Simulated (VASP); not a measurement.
Consider the following.

```yaml
crystal:
  lattice:
    - [2.98861, 0.00000, 0.00000]
    - [-1.49430, 2.58821, 0.00000]
    - [0.00000, 0.00000, 7.30344]
  atoms:
    - { symbol: Mg, position: [0.33333, 0.66667, 0.66564] }
    - { symbol: Mg, position: [0.66667, 0.33333, 0.33436] }
    - { symbol: Zn, position: [0.00000, 0.00000, 0.00000] }
    - { symbol: O, position: [0.33333, 0.66667, 0.17259] }
    - { symbol: O, position: [0.66667, 0.33333, 0.82741] }
    - { symbol: O, position: [0.00000, 0.00000, 0.50000] }
```

These are r2SCAN meta-GGA, VASP's PBE PAW potentials (set 64) (plane waves; VASP) values and carry that method's errors. Run with 520 eV cut-off, 10×10×4 Γ-centred mesh, tetrahedra with Blöchl corrections, potentials Mg Zn O.

What does the run give for the energy per atom (σ→0), band gap (over mesh and band path) with the smallest direct gap where there is one?

```json
{
 "band gap (over mesh and band path)": "3.89 eV",
 "smallest direct gap (over mesh and band path)": "3.98 eV",
 "energy per atom (σ→0)": "-808.5 kJ/mol of atoms"
}
```

The structure comes from a computed database's Mg2ZnO3 entry (P-3m1); how it stands against other phases isn't given here. It was relaxed first.
